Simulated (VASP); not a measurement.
Input of a VASP 6.6.1 run:

The input INCAR:

```
PREC = Accurate
ENCUT = 520
EDIFF = 1E-8
ISMEAR = 0
SIGMA = 0.1
LREAL = False
LASPH = True
NELM = 60
ALGO = Fast
ISIF = 3
LWAVE = False
LCHARG = False
GGA = PS
IBRION = 6
NFREE = 2
POTIM = 0.015
NSW = 1
```

The input KPOINTS:

```
Automatic mesh
0
Gamma
  18 18 18
```

POSCAR

```
Ta                                      
1.0
   -1.6407153660      1.6407153660      1.6407153660
    1.6407153660     -1.6407153660      1.6407153660
    1.6407153660      1.6407153660     -1.6407153660
  Ta            
     1
Direct
     0.0000000000000000    0.0000000000000000    0.0000000000000000
```

Potentials or basis: VASP PAW PBE potentials, release 64 (Ta_pv).

Launch:

```bash
$ cat potpaw_PBE.64/Ta_pv/POTCAR > POTCAR
$ mpirun -np 1 vasp_std > vasp.out
```

Q: Predict the Voigt bulk modulus.

A: 209 GPa.

Q: Estimate the elastic constants C11, C12, C44.

A: 285, 171, 78 GPa.

Elastic tensor in Voigt notation (GPa, in the Cartesian axes of the cell as first typed):
```
285 171 171   0   0   0
171 285 171   0   0   0
171 171 285   0   0   0
  0   0   0  78   0   0
  0   0   0   0  78   0
  0   0   0   0   0  78
```

Caveat: elastic constants of metals need much finer meshes, so these are rough; the PAW data sets were made with another functional, which shifts forces and pressure a little. Spin-orbit coupling is left out, which matters for the levels of Ta.
